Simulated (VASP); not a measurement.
```yaml
crystal:
  lattice:
    - [0.00000, 3.19198, 3.19198]
    - [3.19198, 0.00000, 3.19198]
    - [3.19198, 3.19198, 0.00000]
  atoms:
    - { symbol: K, position: [0.00000, 0.00000, 0.00000] }
    - { symbol: Cl, position: [0.50000, 0.50000, 0.50000] }
```

Level of theory: PBE GGA, VASP's PBE PAW potentials (set 64) (plane waves; VASP). Run with 500 eV cut-off, 7×7×7 Γ-centred mesh, Gaussian smearing of 0.050 eV, potentials K_sv Cl.

Q: What does the run give for the energy per atom (σ→0), band gap (on the k-mesh) with the smallest direct gap where there is one?

A: 
```json
{
 "band gap (on the k-mesh)": "5.04 eV",
 "smallest direct gap (on the k-mesh)": "5.04 eV",
 "energy per atom (σ→0)": "-3.405 eV/atom"
}
```

The compound is KCl in the rock salt structure. It was relaxed first.
